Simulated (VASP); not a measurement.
Given:

```xyz
6
Lattice="-2.1926 2.1926 5.5114 2.1926 -2.1926 5.5114 2.1926 2.1926 -5.5114" Properties=species:S:1:pos:R:3 pbc="T T T"
Ca     0.0000     0.0000     5.5114
Ca     2.1926     0.0000     2.7557
F      0.0000     0.0000     3.2175
F      2.1926     0.0000     0.4619
F      2.1926     0.0000     5.0495
F      0.0000     0.0000     7.8052
```

Computed with PBE GGA, VASP's PBE PAW potentials (set 64) (plane waves; VASP). Run with 400 eV cut-off, 5×5×5 Γ-centred mesh, Gaussian smearing of 0.10 eV, potentials Ca_sv F.

At this cut-off the stress carries a Pulay error, which pulls relaxed volumes low. Energy and stress use the plane-wave basis of the starting cell.

Task: The ions, cell shape and volume are relaxed. Which structure does the run end with?

Result: 
```xyz
6
Lattice="-2.1600 2.1600 5.4747 2.1600 -2.1600 5.4747 2.1600 2.1600 -5.4747" Properties=species:S:1:pos:R:3 pbc="T T T"
Ca     0.0000     0.0000     5.4747
Ca     2.1600     0.0000     2.7374
F      0.0000     0.0000     3.2096
F      2.1600     0.0000     0.4723
F      2.1600     0.0000     5.0025
F      0.0000     0.0000     7.7399
```
Space group I4_1/amd (141), at a tolerance of 0.03 Å.

Task: How do energy and volume change from the first to the last step?

Result: The energy (σ→0) changes by -9.3 meV/atom and the volume by -3.6 %, in 13 ionic steps.

The structure was generated: CaF2 was put into an ordered model structure, which need not be its known phase. This run relaxes it. Symmetry was kept, so distortions that lower it aren't found. The run is one of a series of settings (EDIFFG = -0.01, IBRION = 2, ISIF = 3, NSW = 50 against the base run), some of them coarse on purpose.
